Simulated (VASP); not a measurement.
```
CELL_PARAMETERS angstrom
      0.00000     3.12048     3.12048
      3.12048     0.00000     3.12048
      3.12048     3.12048     0.00000
ATOMIC_POSITIONS crystal
  Re 0.00000 0.00000 0.00000
  Se 0.25000 0.25000 0.25000
  Se 0.75000 0.75000 0.75000
```

Computed with PBE GGA, VASP's PBE PAW potentials (set 64) (plane waves; VASP 6.6.1). Numerical set-up: 300 eV cut-off, 5×5×5 Γ-centred mesh, Gaussian smearing of 0.27 eV, potentials Re Se.

At this cut-off the stress carries a Pulay error, which pulls relaxed volumes low.

Problem. Give the stress tensor in GPa (positive for a compressed cell).

Solution. 
```
-8.53   0.00   0.00
 0.00  -8.53   0.00
 0.00   0.00  -8.53
```
The pressure is its mean diagonal, -8.53 GPa.

The structure was generated: ReSe2 was put into an ordered model structure, which need not be its known phase. The cell was not relaxed at this level. The k-mesh is coarse (spacing up to 0.35 per Å, 2π included), so the numbers may not be converged in it. The electron count is odd and the run is not spin-polarised, which forces a metal.
